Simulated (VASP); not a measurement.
Calculation: PBEsol GGA, VASP's PBE PAW potentials (set 64) (plane waves; VASP).

Input for VASP

POSCAR:
```
Ir3Pd
1
    0.0090942972     3.8411628022     3.8332755023
    3.8411628022     0.0090942972     3.8332755023
    1.9251285497     1.9251285497    -0.0000000000
Pd Ir
1 3
Direct
  0.0000000000   0.0000000000   0.0000000000
  0.0000000000   0.5000000000   0.0000000000
  0.5000000000   0.0000000000   0.0000000000
  0.5000000000   0.5000000000   0.0000000000
```

**INCAR**
```
PREC = Accurate
LREAL = .FALSE.
NEDOS = 601   # DOS grid
LORBIT = 11
LCHARG = .TRUE.
LEFG = .TRUE.
ALGO = Normal
SYSTEM = Ir3Pd
NELM = 100
EDIFF = 1E-7   # SCF stop (eV)
ENCUT = 400
ISIF = 2   # forces and stress, cell fixed
ISMEAR = -5
GGA = PS   # PBEsol
LWAVE = .FALSE.
LMAXMIX = 6
LASPH = .TRUE.   # aspherical one-centre terms
```

File KPOINTS:
```
kpoints
0
G
 8 8 15
0 0 0
```

POTCAR, in this order: Pd Ir (PBE.64 set). Program: vasp_std.

Output of the run:

**OSZICAR**
```
       N       E                     dE             d eps       ncg     rms          rms(c)
DAV:   1     0.306202819674E+03    0.30620E+03   -0.14298E+04 12012   0.132E+03
DAV:   2    -0.165815766815E+02   -0.32278E+03   -0.31352E+03 12450   0.434E+02
DAV:   3    -0.365924078636E+02   -0.20011E+02   -0.19248E+02 17024   0.997E+01
DAV:   4    -0.373332740324E+02   -0.74087E+00   -0.73249E+00 13844   0.202E+01
DAV:   5    -0.373633309642E+02   -0.30057E-01   -0.29680E-01 15210   0.309E+00    0.284E+01
DAV:   6    -0.353136546022E+02    0.20497E+01   -0.49559E+00 15572   0.222E+01    0.117E+01
DAV:   7    -0.351400401982E+02    0.17361E+00   -0.20634E+00 17396   0.156E+01    0.497E+00
DAV:   8    -0.349954539529E+02    0.14459E+00   -0.87102E-01 18010   0.112E+01    0.250E+00
DAV:   9    -0.349782059798E+02    0.17248E-01   -0.49023E-02 13846   0.248E+00    0.658E-01
DAV:  10    -0.349775673631E+02    0.63862E-03   -0.42816E-03 16830   0.832E-01    0.168E-01
DAV:  11    -0.349773913668E+02    0.17600E-03   -0.93968E-04 17070   0.446E-01    0.641E-02
DAV:  12    -0.349774035532E+02   -0.12186E-04   -0.10543E-04 13642   0.783E-02    0.169E-02
DAV:  13    -0.349774009916E+02    0.25616E-05   -0.14214E-05 13950   0.410E-02    0.543E-03
DAV:  14    -0.349774029083E+02   -0.19168E-05   -0.11048E-06 15368   0.941E-03    0.205E-03
DAV:  15    -0.349774023931E+02    0.51524E-06   -0.11066E-07  6810   0.429E-03    0.702E-04
DAV:  16    -0.349774024124E+02   -0.19259E-07   -0.23095E-08  6510   0.154E-03
   1 F= -.34977402E+02 E0= -.34977402E+02  d E =0.000000E+00
```

File OUTCAR:
```
------------------------ aborting loop because EDIFF is reached ----------------------------------------
  FORCE on cell =-STRESS in cart. coord.  units (eV):
  Direction    XX          YY          ZZ          XY          YZ          ZX
  --------------------------------------------------------------------------------------
  Total        0.0245538      0.0245538      0.0925266     -0.1031162      0.0000000      0.0000000
  in kB        0.6955618      0.6955618      2.6211026     -2.9210868      0.0000000      0.0000000
  external PRESSURE =       1.3374087 kB  Pullay stress =       0.0000000 kB
  volume of cell :       56.56
      direct lattice vectors                 reciprocal lattice vectors
     0.009094297  3.841162802  3.833275502    -0.130477834  0.130477834  0.130436750
     3.841162802  0.009094297  3.833275502     0.130477834 -0.130477834  0.130436750
     1.925128550  1.925128550  0.000000000     0.259722916  0.259722916 -0.260873501
 POSITION                                       TOTAL-FORCE (eV/Angst)
 -----------------------------------------------------------------------------------
      0.00000      0.00000      0.00000        -0.000000      0.000000      0.000000
      1.92058      0.00455      1.91664         0.000000     -0.000000      0.000000
      0.00455      1.92058      1.91664         0.000000      0.000000      0.000000
      1.92513      1.92513      3.83328        -0.000000      0.000000     -0.000000
 -----------------------------------------------------------------------------------
    total drift:                               -0.000000     -0.000000      0.000000
  FREE ENERGIE OF THE ION-ELECTRON SYSTEM (eV)
  ---------------------------------------------------
  free  energy   TOTEN  =       -34.9774024124 eV

  energy  without entropy=      -34.9774024124  energy(sigma->0) =      -34.97740241

 total charge

# of ion       s       p       d       tot
------------------------------------------
    1        0.524   0.704   8.464   9.693
    2        0.667   0.681   6.964   8.312
    3        0.667   0.681   6.964   8.312
    4        0.676   0.717   6.949   8.342
--------------------------------------------------
tot          2.535   2.782  29.341  34.658
```
(Selected blocks of OUTCAR.)

For a metal the tetrahedron method with Blöchl corrections gives inexact stress and forces.

The structure was generated: Ir3Pd was put into an ordered model structure (Cmmm), which need not be its known phase. It was relaxed first. The electron count is odd and the run is not spin-polarised, which forces a metal.
